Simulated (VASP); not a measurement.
Here is the system:

```xyz
3
Lattice="1.7828 -3.0879 0.0000 1.7828 3.0879 0.0000 0.0000 0.0000 5.1422" Properties=species:S:1:pos:R:3 pbc="T T T"
Se     0.5137     0.8897     3.4281
Se     2.5382     0.0000     0.0000
Se     0.5137    -0.8897     1.7141
```

Calculation: PBE GGA, VASP's PBE PAW potentials (set 64) (plane waves; VASP 6.6.1). Settings: 500 eV cut-off, 7×7×5 Γ-centred mesh, Gaussian smearing of 0.050 eV, potentials Se.

Without a dispersion term in the relaxation, distances and binding between the weakly bound layers, chains or molecules are unreliable, and so is what depends on them.

What does the run give for the energy per atom (σ→0), pressure?

```json
{
 "energy per atom (σ→0)": "-3.166 eV/atom",
 "pressure": "19.96 GPa"
}
```

Only differences to runs with the same potentials and settings are physical.

The compound is Se in the trig structure. It was relaxed first under an external pressure of 20 GPa.
